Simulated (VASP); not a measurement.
Here is the system:

```xyz
2
Lattice="3.3338 0.0000 0.0000 -1.6669 2.8871 0.0000 0.0000 0.0000 5.6005" Properties=species:S:1:pos:R:3 pbc="T T T"
Sn     0.0000     1.9248     1.4001
Sn     1.6669     0.9624     4.2003
```

All values below come from r2SCAN meta-GGA, VASP's PBE PAW potentials (set 64) (plane waves; VASP). Settings: 400 eV cut-off, 14×14×8 Γ-centred mesh, tetrahedra with Blöchl corrections, potentials Sn_d.

Question: Give the energies of bands 11 to 17 at the high-symmetry points, in eV from the Fermi level.

Answer: 
```csv
band,Γ,M,K,A,L,H
11,-11.78,-7.33,-5.81,-10.46,-6.20,-5.21
12,-7.38,-6.17,-5.81,-10.46,-6.20,-5.21
13,-5.01,-2.56,-3.35,0.69,-4.37,-3.09
14,6.49,-1.82,-0.48,0.69,-4.37,-3.09
15,6.49,-0.89,-0.48,7.42,3.82,-2.06
16,7.82,1.35,0.24,7.42,3.82,-2.06
17,8.29,2.44,0.85,7.42,3.85,5.14
```

It has no gap at this level: it comes out as a metal or semimetal.

The structure was generated: Sn was put into the hcp type (P6_3/mmc), which need not be its known phase. It was relaxed first.
